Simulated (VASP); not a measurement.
Method: PBEsol GGA, VASP's PBE PAW potentials (set 64) (plane waves; VASP).

VASP input:

**KPOINTS**
```
kpoints
0
gamma
  5 5 5
```

POSCAR:
```
Tb(SiRu)2
1
   -2.0635870000     2.0635870000     4.7590480000
    2.0635870000    -2.0635870000     4.7590480000
    2.0635870000     2.0635870000    -4.7590480000
Ru Tb Si
2 1 2
Direct
  0.7500000000   0.2500000000   0.5000000000
  0.2500000000   0.7500000000   0.5000000000
  0.0000000000   0.0000000000   0.0000000000
  0.3710000000   0.3710000000   0.0000000000
  0.6290000000   0.6290000000   0.0000000000
```

### INCAR
```
SYSTEM = Tb(SiRu)2
PREC = Accurate; ENCUT = 300; LREAL = .False.
LASPH = .True.
EDIFF = 1E-6; NELM = 100; ALGO = Normal
LMAXMIX = 6
ISMEAR = 0; SIGMA = 0.1
GGA = PS
MAGMOM = 2*0.0 6.0 2*0.0
ISPIN = 2
ISIF = 2
LWAVE = .False.; LCHARG = .False.; LORBIT = 11
```

POTCAR, in this order: Ru_pv Tb Si (PBE.64 set). Program: vasp_std.

The resulting files:

File OSZICAR:
```
...
DAV:  12    -0.503433178660E+02   -0.11980E+01   -0.53758E-01  4368   0.135E+01    0.452E+01
DAV:  13    -0.502076767497E+02    0.13564E+00   -0.18014E-01  3752   0.168E+00    0.391E+01
DAV:  14    -0.495689205799E+02    0.63876E+00   -0.91749E-02  3452   0.534E+00    0.344E+01
DAV:  15    -0.486942662458E+02    0.87465E+00   -0.19532E-01  3164   0.937E+00    0.294E+01
DAV:  16    -0.484755677583E+02    0.21870E+00   -0.78204E-02  4628   0.287E+00    0.286E+01
DAV:  17    -0.484822864117E+02   -0.67187E-02   -0.18552E-02  3428   0.447E-01    0.293E+01
DAV:  18    -0.483896399311E+02    0.92646E-01   -0.17753E-03  3368   0.117E+00    0.289E+01
DAV:  19    -0.484309034445E+02   -0.41264E-01   -0.63314E-04  3808   0.588E-01    0.292E+01
DAV:  20    -0.484094978373E+02    0.21406E-01   -0.22788E-04  4120   0.290E-01    0.290E+01
DAV:  21    -0.485241370002E+02   -0.11464E+00   -0.26709E-03  3216   0.155E+00    0.300E+01
DAV:  22    -0.485767807265E+02   -0.52644E-01   -0.25122E-03  4404   0.618E-01    0.318E+01
DAV:  23    -0.483871234138E+02    0.18966E+00   -0.87595E-03  3184   0.271E+00    0.330E+01
DAV:  24    -0.475320866368E+02    0.85504E+00   -0.16300E-01  3060   0.123E+01    0.307E+01
DAV:  25    -0.463906664454E+02    0.11414E+01   -0.60382E-01  3276   0.192E+01    0.217E+01
DAV:  26    -0.462370216613E+02    0.15364E+00   -0.26991E-01  4516   0.513E+00    0.195E+01
DAV:  27    -0.462001637229E+02    0.36858E-01   -0.56237E-02  4800   0.185E+00    0.193E+01
DAV:  28    -0.462223284618E+02   -0.22165E-01   -0.12713E-02  4128   0.971E-01    0.203E+01
DAV:  29    -0.461937302606E+02    0.28598E-01   -0.57481E-03  3404   0.128E+00    0.195E+01
DAV:  30    -0.461857515168E+02    0.79787E-02   -0.15919E-03  4696   0.476E-01    0.190E+01
DAV:  31    -0.462126133046E+02   -0.26862E-01   -0.40927E-03  3320   0.123E+00    0.192E+01
DAV:  32    -0.462194681811E+02   -0.68549E-02   -0.61482E-03  4332   0.959E-01    0.178E+01
DAV:  33    -0.462152223465E+02    0.42458E-02   -0.25130E-03  4312   0.452E-01    0.166E+01
DAV:  34    -0.462512787031E+02   -0.36056E-01   -0.87708E-03  3192   0.174E+00    0.184E+01
DAV:  35    -0.462307863428E+02    0.20492E-01   -0.27515E-03  3720   0.995E-01    0.186E+01
DAV:  36    -0.462093449580E+02    0.21441E-01   -0.19010E-01  3048   0.701E+00    0.159E+01
DAV:  37    -0.462197172239E+02   -0.10372E-01   -0.14657E-02  4016   0.701E-01    0.157E+01
DAV:  38    -0.462344844168E+02   -0.14767E-01   -0.36623E-03  4300   0.775E-01    0.158E+01
DAV:  39    -0.462182201360E+02    0.16264E-01   -0.11578E-03  4368   0.477E-01    0.157E+01
DAV:  40    -0.462162349296E+02    0.19852E-02   -0.14875E-04  4600   0.103E-01    0.157E+01
DAV:  41    -0.462374997443E+02   -0.21265E-01   -0.23132E-03  3504   0.658E-01    0.162E+01
DAV:  42    -0.462435218245E+02   -0.60221E-02   -0.65283E-04  4296   0.239E-01    0.165E+01
DAV:  43    -0.462784458859E+02   -0.34924E-01   -0.51355E-03  3572   0.978E-01    0.169E+01
DAV:  44    -0.462409295760E+02    0.37516E-01   -0.67818E-03  3048   0.113E+00    0.173E+01
DAV:  45    -0.462199190896E+02    0.21010E-01   -0.56491E-03  3684   0.976E-01    0.178E+01
DAV:  46    -0.462324212464E+02   -0.12502E-01   -0.86857E-04  4592   0.250E-01    0.186E+01
DAV:  47    -0.462368382535E+02   -0.44170E-02   -0.19727E-04  4116   0.182E-01    0.186E+01
DAV:  48    -0.462452787844E+02   -0.84405E-02   -0.47237E-04  3524   0.286E-01    0.187E+01
DAV:  49    -0.462475221086E+02   -0.22433E-02   -0.22394E-04  4148   0.190E-01    0.184E+01
DAV:  50    -0.462528817629E+02   -0.53597E-02   -0.25567E-04  3608   0.208E-01    0.184E+01
DAV:  51    -0.464009732643E+02   -0.14809E+00   -0.51225E-02  3280   0.296E+00    0.217E+01
DAV:  52    -0.463505172850E+02    0.50456E-01   -0.41967E-03  4100   0.824E-01    0.215E+01
DAV:  53    -0.463911010458E+02   -0.40584E-01   -0.30867E-03  4164   0.806E-01    0.218E+01
DAV:  54    -0.463861535466E+02    0.49475E-02   -0.55340E-04  4140   0.136E-01    0.218E+01
DAV:  55    -0.463848769698E+02    0.12766E-02   -0.39821E-05  4600   0.372E-02    0.218E+01
DAV:  56    -0.461622180209E+02    0.22266E+00   -0.27598E-01  2996   0.620E+00    0.206E+01
DAV:  57    -0.462060296873E+02   -0.43812E-01   -0.11728E-02  4120   0.138E+00    0.191E+01
DAV:  58    -0.461983008236E+02    0.77289E-02   -0.40158E-03  4464   0.754E-01    0.192E+01
DAV:  59    -0.462128152646E+02   -0.14514E-01   -0.43330E-03  3428   0.105E+00    0.176E+01
DAV:  60    -0.462340939951E+02   -0.21279E-01   -0.66618E-03  3588   0.121E+00    0.156E+01
DAV:  61    -0.466858045594E+02   -0.45171E+00   -0.37941E-01  3380   0.910E+00    0.203E+01
DAV:  62    -0.463675093121E+02    0.31830E+00   -0.89403E-02  3888   0.401E+00    0.143E+01
DAV:  63    -0.462904370856E+02    0.77072E-01   -0.19513E-02  4092   0.186E+00    0.114E+01
DAV:  64    -0.463031567319E+02   -0.12720E-01   -0.31597E-03  3988   0.332E-01    0.113E+01
DAV:  65    -0.462692411570E+02    0.33916E-01   -0.30376E-03  3520   0.836E-01    0.976E+00
DAV:  66    -0.461670278093E+02    0.10221E+00   -0.97482E-02  3144   0.379E+00    0.314E+00
DAV:  67    -0.461862492026E+02   -0.19221E-01   -0.73203E-03  4032   0.513E-01    0.323E+00
DAV:  68    -0.461838499202E+02    0.23993E-02   -0.32270E-03  4048   0.823E-01    0.232E+00
DAV:  69    -0.461847698429E+02   -0.91992E-03   -0.85776E-04  4472   0.248E-01    0.223E+00
DAV:  70    -0.461861324379E+02   -0.13626E-02   -0.49724E-04  4380   0.307E-01    0.230E+00
DAV:  71    -0.461838019644E+02    0.23305E-02   -0.28035E-03  3348   0.850E-01    0.173E+00
DAV:  72    -0.461836023473E+02    0.19962E-03   -0.25208E-04  4620   0.135E-01    0.183E+00
DAV:  73    -0.461833745538E+02    0.22779E-03   -0.61173E-05  4756   0.101E-01    0.180E+00
DAV:  74    -0.461831756255E+02    0.19893E-03   -0.24073E-05  4576   0.489E-02    0.180E+00
DAV:  75    -0.461829473072E+02    0.22832E-03   -0.40491E-05  4420   0.871E-02    0.183E+00
DAV:  76    -0.461835641189E+02   -0.61681E-03   -0.24407E-04  3752   0.218E-01    0.207E+00
DAV:  77    -0.461834090121E+02    0.15511E-03   -0.24252E-05  3668   0.278E-02    0.210E+00
DAV:  78    -0.461831432701E+02    0.26574E-03   -0.12105E-05  3904   0.440E-02    0.211E+00
DAV:  79    -0.461827270387E+02    0.41623E-03   -0.92849E-05  4176   0.137E-01    0.214E+00
DAV:  80    -0.461827887049E+02   -0.61666E-04   -0.13589E-05  4072   0.239E-02    0.215E+00
DAV:  81    -0.461814791098E+02    0.13096E-02   -0.75583E-04  3984   0.407E-01    0.227E+00
DAV:  82    -0.461807735283E+02    0.70558E-03   -0.16580E-04  4556   0.168E-01    0.211E+00
DAV:  83    -0.461804593986E+02    0.31413E-03   -0.16419E-04  4560   0.151E-01    0.212E+00
DAV:  84    -0.461808682993E+02   -0.40890E-03   -0.43339E-05  4360   0.508E-02    0.211E+00
DAV:  85    -0.461810399178E+02   -0.17162E-03   -0.27978E-06  2736   0.224E-02    0.211E+00
DAV:  86    -0.461807852654E+02    0.25465E-03   -0.27886E-05  3920   0.784E-02    0.214E+00
DAV:  87    -0.461808437366E+02   -0.58471E-04   -0.24048E-06  2172   0.111E-02    0.213E+00
DAV:  88    -0.461804863578E+02    0.35738E-03   -0.93971E-06  2956   0.423E-02    0.210E+00
DAV:  89    -0.461804730392E+02    0.13319E-04   -0.97692E-06  3264   0.291E-02    0.214E+00
DAV:  90    -0.461805187687E+02   -0.45729E-04   -0.63197E-06  2560   0.319E-02    0.220E+00
DAV:  91    -0.461813324790E+02   -0.81371E-03   -0.68708E-05  4072   0.138E-01    0.211E+00
DAV:  92    -0.461817196876E+02   -0.38721E-03   -0.68336E-05  4596   0.125E-01    0.200E+00
DAV:  93    -0.461823109653E+02   -0.59128E-03   -0.11330E-04  4288   0.168E-01    0.188E+00
DAV:  94    -0.461838160938E+02   -0.15051E-02   -0.11693E-03  3956   0.599E-01    0.137E+00
DAV:  95    -0.461844828155E+02   -0.66672E-03   -0.10273E-03  4652   0.502E-01    0.895E-01
DAV:  96    -0.461846305140E+02   -0.14770E-03   -0.19834E-03  4108   0.736E-01    0.389E-01
DAV:  97    -0.461852164412E+02   -0.58593E-03   -0.74356E-04  4272   0.153E-01    0.311E-01
DAV:  98    -0.461852425371E+02   -0.26096E-04   -0.53271E-05  4660   0.576E-02    0.303E-01
DAV:  99    -0.461852019031E+02    0.40634E-04   -0.13218E-05  4176   0.348E-02    0.323E-01
DAV: 100    -0.461851810715E+02    0.20832E-04   -0.16583E-06  2096   0.101E-02
   1 F= -.46185181E+02 E0= -.46156983E+02  d E =-.563952E-01  mag=     6.0333
```

OUTCAR:
```
------------------------ aborting loop EDIFF was not reached (unconverged)  ----------------------------
  FORCE on cell =-STRESS in cart. coord.  units (eV):
  Direction    XX          YY          ZZ          XY          YZ          ZX
  --------------------------------------------------------------------------------------
  Total       -0.9339163     -0.9339163     -0.4667589      0.0000000      0.0000000      0.0000000
  in kB      -18.4583506    -18.4583506     -9.2252375      0.0000000      0.0000000      0.0000000
  external PRESSURE =     -15.3806462 kB  Pullay stress =       0.0000000 kB
  volume of cell :       81.06
      direct lattice vectors                 reciprocal lattice vectors
    -2.063587000  2.063587000  4.759048000     0.000000000  0.242296545  0.105063029
     2.063587000 -2.063587000  4.759048000     0.242296545  0.000000000  0.105063029
     2.063587000  2.063587000 -4.759048000     0.242296545  0.242296545  0.000000000
 POSITION                                       TOTAL-FORCE (eV/Angst)
 -----------------------------------------------------------------------------------
      0.00000      2.06359      2.37952         0.000000      0.000000      0.000000
      2.06359      0.00000      2.37952         0.000000      0.000000     -0.000000
      0.00000      0.00000      0.00000         0.000000      0.000000     -0.000000
      0.00000      0.00000      3.53121        -0.000000     -0.000000     -0.236281
      0.00000      0.00000      5.98688         0.000000      0.000000      0.236281
 -----------------------------------------------------------------------------------
    total drift:                                0.000000     -0.000000      0.000000
  FREE ENERGIE OF THE ION-ELECTRON SYSTEM (eV)
  ---------------------------------------------------
  free  energy   TOTEN  =       -46.1851810715 eV

  energy  without entropy=      -46.1287858949  energy(sigma->0) =      -46.15698348

 total charge

# of ion       s       p       d       f       tot
--------------------------------------------------
    1        0.364   6.292   6.199   0.000  12.856
    2        0.364   6.292   6.199   0.000  12.856
    3        2.038   5.624   0.501   8.051  16.213
    4        0.761   0.945   0.000   0.000   1.707
    5        0.761   0.945   0.000   0.000   1.707
--------------------------------------------------
tot          4.288  20.100  12.899   8.051  45.337

 magnetization (x)

# of ion       s       p       d       f       tot
--------------------------------------------------
    1       -0.002  -0.000   0.047   0.000   0.045
    2       -0.002  -0.000   0.047   0.000   0.045
    3       -0.002  -0.045   0.057   5.787   5.797
    4       -0.002  -0.002   0.000   0.000  -0.004
    5       -0.002  -0.002   0.000   0.000  -0.004
--------------------------------------------------
tot         -0.009  -0.050   0.152   5.787   5.879
```
(Selected blocks of OUTCAR.)

File stdout:
```
...
DAV:  81    -0.461814791098E+02    0.13096E-02   -0.75583E-04  3984   0.407E-01    0.227E+00
DAV:  82    -0.461807735283E+02    0.70558E-03   -0.16580E-04  4556   0.168E-01    0.211E+00
DAV:  83    -0.461804593986E+02    0.31413E-03   -0.16419E-04  4560   0.151E-01    0.212E+00
DAV:  84    -0.461808682993E+02   -0.40890E-03   -0.43339E-05  4360   0.508E-02    0.211E+00
DAV:  85    -0.461810399178E+02   -0.17162E-03   -0.27978E-06  2736   0.224E-02    0.211E+00
DAV:  86    -0.461807852654E+02    0.25465E-03   -0.27886E-05  3920   0.784E-02    0.214E+00
DAV:  87    -0.461808437366E+02   -0.58471E-04   -0.24048E-06  2172   0.111E-02    0.213E+00
DAV:  88    -0.461804863578E+02    0.35738E-03   -0.93971E-06  2956   0.423E-02    0.210E+00
DAV:  89    -0.461804730392E+02    0.13319E-04   -0.97692E-06  3264   0.291E-02    0.214E+00
DAV:  90    -0.461805187687E+02   -0.45729E-04   -0.63197E-06  2560   0.319E-02    0.220E+00
DAV:  91    -0.461813324790E+02   -0.81371E-03   -0.68708E-05  4072   0.138E-01    0.211E+00
DAV:  92    -0.461817196876E+02   -0.38721E-03   -0.68336E-05  4596   0.125E-01    0.200E+00
DAV:  93    -0.461823109653E+02   -0.59128E-03   -0.11330E-04  4288   0.168E-01    0.188E+00
DAV:  94    -0.461838160938E+02   -0.15051E-02   -0.11693E-03  3956   0.599E-01    0.137E+00
DAV:  95    -0.461844828155E+02   -0.66672E-03   -0.10273E-03  4652   0.502E-01    0.895E-01
DAV:  96    -0.461846305140E+02   -0.14770E-03   -0.19834E-03  4108   0.736E-01    0.389E-01
DAV:  97    -0.461852164412E+02   -0.58593E-03   -0.74356E-04  4272   0.153E-01    0.311E-01
DAV:  98    -0.461852425371E+02   -0.26096E-04   -0.53271E-05  4660   0.576E-02    0.303E-01
DAV:  99    -0.461852019031E+02    0.40634E-04   -0.13218E-05  4176   0.348E-02    0.323E-01
DAV: 100    -0.461851810715E+02    0.20832E-04   -0.16583E-06  2096   0.101E-02

 -----------------------------------------------------------------------------
|                                                                             |
|           W    W    AA    RRRRR   N    N  II  N    N   GGGG   !!!           |
|           W    W   A  A   R    R  NN   N  II  NN   N  G    G  !!!           |
|           W    W  A    A  R    R  N N  N  II  N N  N  G       !!!           |
|           W WW W  AAAAAA  RRRRR   N  N N  II  N  N N  G  GGG   !            |
|           WW  WW  A    A  R   R   N   NN  II  N   NN  G    G                |
|           W    W  A    A  R    R  N    N  II  N    N   GGGG   !!!           |
|                                                                             |
|     The electronic self-consistency was not achieved in the given           |
|     number of steps (NELM). The forces and other quantities evaluated       |
|     might not be reliable so examine the results carefully. If you find     |
|     spurious results, we suggest increasing NELM, if you were close to      |
|     convergence or switching to a different ALGO or adjusting the           |
|     density mixing parameters otherwise.                                    |
|                                                                             |
 -----------------------------------------------------------------------------

   1 F= -.46185181E+02 E0= -.46156983E+02  d E =-.563952E-01  mag=     6.0333
```

The run did not converge; its last values are not results.

At this cut-off the stress carries a Pulay error, which pulls relaxed volumes low.

The structure comes from a measured Ru2TbSi2 entry of the Crystallography Open Database, whose conditions weren't checked. The cell was not relaxed at this level. The k-mesh is coarse (spacing up to 0.43 per Å, 2π included), so the numbers may not be converged in it.
